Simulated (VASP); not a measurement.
An input for Quantum ESPRESSO's pw.x (written as the equivalent of a VASP run, and not itself run):

```
&CONTROL
  calculation = 'vc-relax'
  pseudo_dir = './pseudo'
  outdir = './out'
  tprnfor = .true.
  tstress = .true.
  nstep = 30
  forc_conv_thr = 0.00039
/
&SYSTEM
  ibrav = 0
  nat = 2
  ntyp = 1
  ecutwfc = 84
  occupations = 'smearing'
  smearing = 'methfessel-paxton'
  degauss = 0.00735
  input_dft = 'pz'
/
&ELECTRONS
  conv_thr = 7.3e-09
  electron_maxstep = 100
/
&IONS
/
&CELL
  cell_dofree = 'shape'
/
ATOMIC_SPECIES
  Ti 47.867 Ti.upf
CELL_PARAMETERS angstrom
     1.4279770   -2.4733288    0.0000000
     1.4279770    2.4733288    0.0000000
     0.0000000    0.0000000    4.5527735
ATOMIC_POSITIONS crystal
  Ti   0.3333330  0.6666670  0.2500000
  Ti   0.6666670  0.3333330  0.7500000
K_POINTS automatic
  15 15 8 0 0 0
```

### Question
Translate this input to VASP (INCAR, KPOINTS, POSCAR, choice of POTCAR).

### Answer
One answer among several that fit: 
**INCAR**
```
ALGO = Normal
EDIFF = 1E-7
EDIFFG = -0.01
ENCUT = 520
IBRION = 2
ISIF = 4
ISMEAR = 1
LASPH = .TRUE.
LCHARG = .FALSE.
LMAXMIX = 4
LREAL = .FALSE.
LWAVE = .FALSE.
NELM = 100
NSW = 30
PREC = Accurate
SIGMA = 0.1
SYSTEM = Ti
```

**POSCAR**
```
Ti
1
    1.4279769937    -2.4733287583     0.0000000000
    1.4279769937     2.4733287583     0.0000000000
    0.0000000000     0.0000000000     4.5527734772
Ti
2
Direct
  0.3333330000   0.6666670000   0.2500000000
  0.6666670000   0.3333330000   0.7500000000
```

KPOINTS:
```
kpoints
0
G
15 15 8
0 0 0
```

POTCAR, in this order: Ti_sv (LDA.64 set). Program: vasp_std.

The two are equivalent in intent, not identical: the potentials are each code's own (VASP's PAW set, PseudoDojo norm-conserving files in pw.x), so ENCUT and ecutwfc are chosen apart and not converted; conv_thr bounds pw.x's estimated SCF error, while EDIFF bounds the energy change between steps; forc_conv_thr acts on force components and is met together with etot_conv_thr.

The compound is Ti in the hcp structure. This run relaxes it. Symmetry was kept, so distortions that lower it aren't found.
